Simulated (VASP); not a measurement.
Output of a VASP run:

### OUTCAR
```
 ion  position               nearest neighbor table
   1  0.250  0.250  0.250-   3 2.62   3 2.62   3 2.62   3 2.62   2 3.03   2 3.03   2 3.03   2 3.03
                             2 3.03   2 3.03
   2  0.750  0.750  0.750-   3 2.62   3 2.62   3 2.62   3 2.62   1 3.03   1 3.03   1 3.03   1 3.03
                             1 3.03   1 3.03
   3  0.000  0.000  0.000-   2 2.62   1 2.62   2 2.62   1 2.62   2 2.62   2 2.62   1 2.62   1 2.62
  LATTYP: Found a face centered cubic cell.
 ALAT       =     6.0528543102
 Subroutine PRICEL returns:
 Original cell was already a primitive cell.
 Subroutine GETGRP returns: Found 48 space group operations
The static configuration has the point symmetry O_h .
The dynamic configuration has the point symmetry O_h .
 Subroutine INISYM returns: Found 48 space group operations
 Subroutine IBZKPT returns following result:
 Found     35 irreducible k-points:

 Following reciprocal coordinates:
            Coordinates               Weight
  0.000000  0.000000  0.000000      1.000000
  0.111111  0.000000  0.000000      8.000000
  0.222222  0.000000  0.000000      8.000000
  0.333333  0.000000  0.000000      8.000000
  0.444444  0.000000  0.000000      8.000000
  0.111111  0.111111  0.000000      6.000000
  0.222222  0.111111  0.000000     24.000000
  0.333333  0.111111  0.000000     24.000000
  0.444444  0.111111  0.000000     24.000000
 -0.444444  0.111111  0.000000     24.000000
 -0.333333  0.111111  0.000000     24.000000
 -0.222222  0.111111  0.000000     24.000000
 -0.111111  0.111111  0.000000     12.000000
  0.222222  0.222222  0.000000      6.000000
  0.333333  0.222222  0.000000     24.000000
  0.444444  0.222222  0.000000     24.000000
 -0.444444  0.222222  0.000000     24.000000
 -0.333333  0.222222  0.000000     24.000000
 -0.222222  0.222222  0.000000     12.000000
  0.333333  0.333333  0.000000      6.000000
  0.444444  0.333333  0.000000     24.000000
 -0.444444  0.333333  0.000000     24.000000
 -0.333333  0.333333  0.000000     12.000000
  0.444444  0.444444  0.000000      6.000000
 -0.444444  0.444444  0.000000     12.000000
  0.333333  0.222222  0.111111     24.000000
  0.444444  0.222222  0.111111     48.000000
 -0.444444  0.222222  0.111111     48.000000
  0.444444  0.333333  0.111111     24.000000
 -0.444444  0.333333  0.111111     48.000000
 -0.333333  0.333333  0.111111     48.000000
 -0.222222  0.333333  0.111111     24.000000
 -0.444444  0.444444  0.111111     24.000000
 -0.333333  0.444444  0.111111     24.000000
 -0.333333  0.444444  0.222222     24.000000
   k-points           NKPTS =     35   k-points in BZ     NKDIM =     35   number of bands    NBANDS=     12
   number of dos      NEDOS =    301   number of ions     NIONS =      3
   total plane-waves  NPLWV =  32768
   dimension x,y,z NGX =    32 NGY =   32 NGZ =   32
   dimension x,y,z NGXF=    64 NGYF=   64 NGZF=   64
   ions per type =               2   1
   PREC   = accura    normal or accurate (medium, high low for compatibility)
   ISTART =      0    job   : 0-new  1-cont  2-samecut
   ICHARG =      2    charge: 1-file 2-atom 10-const
   ISPIN  =      1    spin polarized calculation?
   LNONCOLLINEAR =      F non collinear calculations
   LSORBIT =      F    spin-orbit coupling
   INIWAV =      1    electr: 0-lowe 1-rand  2-diag
   ENCUT  =  520.0 eV  38.22 Ry    6.18 a.u.   7.96  7.96  7.96*2*pi/ulx,y,z
   NELM   =    100;   NELMIN=  2; NELMDL= -5     # of ELM steps
   EDIFF  = 0.1E-06   stopping-criterion for ELM
   LREAL  =      F    real-space projection
   NLSPLINE    = F    spline interpolate recip. space projectors
   LMAXMIX     =    6 max onsite mixed and CHGCAR
   VOSKOWN=      0    Vosko Wilk Nusair interpolation
   EDIFFG = 0.1E-05   stopping-criterion for IOM
   NSW    =      0    number of steps for IOM
   NBLOCK =      1;   KBLOCK =      1    inner block; outer block
   IBRION =     -1    ionic relax: 0-MD 1-quasi-New 2-CG
   NFREE  =      0    steps in history (QN), initial steepest desc. (CG)
   ISIF   =      2    stress and relaxation
...
```

OSZICAR:
```
       N       E                     dE             d eps       ncg     rms          rms(c)
DAV:   1     0.677200040960E+02    0.67720E+02   -0.70041E+03   848   0.117E+03
DAV:   2    -0.541209328985E+01   -0.73132E+02   -0.67032E+02   936   0.204E+02
DAV:   3    -0.762894607285E+01   -0.22169E+01   -0.21744E+01  1068   0.342E+01
DAV:   4    -0.764953347815E+01   -0.20587E-01   -0.20561E-01  1024   0.382E+00
DAV:   5    -0.764986211048E+01   -0.32863E-03   -0.32860E-03  1048   0.523E-01    0.852E+00
DAV:   6    -0.662058586338E+01    0.10293E+01   -0.58170E+00   944   0.271E+01    0.380E+00
DAV:   7    -0.655906987281E+01    0.61516E-01   -0.27397E-01   892   0.619E+00    0.181E+00
DAV:   8    -0.653938555527E+01    0.19684E-01   -0.30832E-02  1000   0.152E+00    0.365E-01
DAV:   9    -0.653907633754E+01    0.30922E-03   -0.36877E-03   940   0.734E-01    0.171E-01
DAV:  10    -0.653926280594E+01   -0.18647E-03   -0.32431E-04   928   0.160E-01    0.328E-02
DAV:  11    -0.653925774627E+01    0.50597E-05   -0.69651E-06  1196   0.231E-02    0.162E-02
DAV:  12    -0.653925799816E+01   -0.25189E-06   -0.14931E-06   912   0.113E-02    0.388E-03
DAV:  13    -0.653925808068E+01   -0.82526E-07   -0.31451E-07   908   0.577E-03
   1 F= -.65392581E+01 E0= -.65387174E+01  d E =-.162190E-02
```

OUTCAR:
```
------------------------ aborting loop because EDIFF is reached ----------------------------------------
  FORCE on cell =-STRESS in cart. coord.  units (eV):
  Direction    XX          YY          ZZ          XY          YZ          ZX
  --------------------------------------------------------------------------------------
  Total        0.0125671      0.0125671      0.0125671      0.0000000     -0.0000000     -0.0000000
  in kB        0.3631834      0.3631834      0.3631834      0.0000000     -0.0000000     -0.0000000
  external PRESSURE =       0.3631834 kB  Pullay stress =       0.0000000 kB
  volume of cell :       55.44
      direct lattice vectors                 reciprocal lattice vectors
     0.000000000  3.026427155  3.026427155    -0.165211312  0.165211312  0.165211312
     3.026427155  0.000000000  3.026427155     0.165211312 -0.165211312  0.165211312
     3.026427155  3.026427155  0.000000000     0.165211312  0.165211312 -0.165211312
 POSITION                                       TOTAL-FORCE (eV/Angst)
 -----------------------------------------------------------------------------------
      1.51321      1.51321      1.51321         0.000000     -0.000000     -0.000000
      4.53964      4.53964      4.53964        -0.000000      0.000000      0.000000
      0.00000      0.00000      0.00000        -0.000000     -0.000000     -0.000000
 -----------------------------------------------------------------------------------
    total drift:                                0.000000     -0.000000      0.000000
  FREE ENERGIE OF THE ION-ELECTRON SYSTEM (eV)
  ---------------------------------------------------
  free  energy   TOTEN  =        -6.5392580807 eV

  energy  without entropy=       -6.5376361771  energy(sigma->0) =       -6.53871745
```
(Selected blocks of OUTCAR.)

**POSCAR**
```
AuAl2
1
    0.0000000000     3.0264271551     3.0264271551
    3.0264271551     0.0000000000     3.0264271551
    3.0264271551     3.0264271551     0.0000000000
Al Au
2 1
Direct
  0.2500000000   0.2500000000   0.2500000000
  0.7500000000   0.7500000000   0.7500000000
  0.0000000000   0.0000000000   0.0000000000
```

Write an INCAR and KPOINTS that could have produced this output.

Several could match; the one computed here: the input of the run itself, optB88-vdW, plane waves, VASP's PBE PAW potentials (set 64).

KPOINTS:
```
Automatic mesh
0
Gamma
9 9 9
0 0 0
```

### INCAR
```
SYSTEM = AuAl2
PREC = Accurate; ENCUT = 520; LREAL = F
LASPH = T
EDIFF = 1E-7; NELM = 100; ALGO = Normal
LMAXMIX = 6
ISMEAR = 1; SIGMA = 0.1
GGA = BO; LUSE_VDW = T; AGGAC = 0.0
PARAM1 = 0.1833333333; PARAM2 = 0.22
ISIF = 2
LWAVE = F; LCHARG = F
```

POTCAR, in this order: Al Au (PBE.64 set). Program: vasp_std.

The compound is AuAl2 in the fluorite structure. It was relaxed first. The electron count is odd and the run is not spin-polarised, which forces a metal.
